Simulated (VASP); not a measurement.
VASP input:

**KPOINTS**
```
Automatic mesh
0
G
10 10 4
```

**INCAR**
```
# general
SYSTEM  = WSe2
PREC    = Accurate
ENCUT   = 400
LREAL   = .FALSE.   # projection in real space or not
LASPH   = .TRUE.

# electronic loop
EDIFF   = 1E-6   # SCF stop (eV)
NELM    = 100
ALGO    = Normal   # blocked Davidson
LMAXMIX = 6
LMIXTAU = .TRUE.

# smearing
ISMEAR  = 1   # Methfessel-Paxton
SIGMA   = 0.1   # width (eV)

# functional
METAGGA = R2SCAN

# ions
IBRION  = 2
NSW     = 60
ISIF    = 3
EDIFFG  = -0.02   # ionic stop

# output
LWAVE   = .FALSE.
LCHARG  = .FALSE.
```

File POSCAR:
```
WSe2
1.0
  3.3545743747  -0.0000000664   0.0000000000
 -1.6772868014   2.9051463005   0.0000000000
  0.0000000000   0.0000000000   6.7058940914
W Se
1 2
direct
  0.0000000000   0.0000000000   0.0000000000
  0.3333330000   0.6666670000   0.2472475699
  0.6666670000   0.3333330000   0.7527524301
```

POTCAR, in this order: W_sv Se (PBE.64 set). Program: vasp_std.

Q: Translate this r2SCAN calculation to Ansatz.

A: One equivalent input (not run):
Ansatz 0.2 input:
```yaml
crystal:
  lattice:
    - [3.3545744, -0.0000001, 0.0000000]
    - [-1.6772868, 2.9051463, 0.0000000]
    - [0.0000000, 0.0000000, 6.7058941]
  atoms:
    - { symbol: W, position: [0.0000000, 0.0000000, 0.0000000] }
    - { symbol: Se, position: [0.3333330, 0.6666670, 0.2472476] }
    - { symbol: Se, position: [0.6666670, 0.3333330, 0.7527524] }
kpoints:
  mp_grid: { grid: [10, 10, 4] }
hamiltonian:
  xc: r2scan
  pseudopotentials: { kind: paw }
scf:
  occupations: { method: methfessel_paxton, width: 0.1 }
  max_iter: 100
relax:
  max_steps: 60
  f_tol: 0.02
  cell: {}
output: { forces: true, stress: true, eigenvalues: true }
```
What does not carry over: each code has its own PAW files, so the cut-off isn't converted (ENCUT is set for VASP's; basis.ecutwfc is left out, and Ansatz then takes the one that its files recommend); Ansatz stops its SCF on the density residual and VASP on the energy change (EDIFF).

The structure was generated: WSe2 was put into the CdI2 type (P-3m1), which need not be its known phase. This run relaxes it. Symmetry was kept, so distortions that lower it aren't found. The start is the result of an earlier pass.
